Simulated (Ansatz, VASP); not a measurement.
## GeSb3O2 in VASP and in Ansatz

```
CELL_PARAMETERS angstrom
3.19228 0.00000 0.00000
0.00000 3.19228 0.00000
0.00000 0.00000 13.59094
ATOMIC_POSITIONS crystal
Ge 0.00000 0.00000 0.50000
Sb 0.50000 0.50000 0.22691
Sb 0.50000 0.50000 0.77309
Sb 0.50000 0.50000 0.00000
O 0.50000 0.50000 0.50000
O 0.00000 0.00000 0.00000
```

Alike in both runs: functional PBE; k mesh 6 × 6 × 2; occupations gaussian, width 0.1 eV; no spin polarisation.

Ansatz relaxed the structure, and its values are those at the end. VASP's run is a single point on that final structure, the one shown.

|  | VASP | Ansatz |
| --- | --- | --- |
| version | VASP 6.6.1 | Ansatz 0.2.0 |
| potentials or method | VASP PAW PBE potentials, release 64 (Ge_d, Sb, O) | scalar-relativistic, plane waves, PAW |
| plane-wave cutoff (eV) | 520 | 420 |
| valence electrons in the cell | 41 | 71 |

|  | VASP | Ansatz | Ansatz less VASP |
| --- | --- | --- | --- |
| gap on the k mesh at the Fermi level (eV) | none | none | - |
| pressure (GPa) | -0.1 | 0.1 | +0.22 |
| rms of the force components (eV/Å) | 0.004 | 0.003 | -0.0009 |

A gap of «none» marks a metal or a gap that the smearing closes. The two sets of potentials don't hold the same shells in valence.

Caveats: an odd number of electrons without spin polarisation forces a metal; a magnetic or distorted state may lie lower. Spin-orbit coupling is left out, which matters for the levels of Sb.
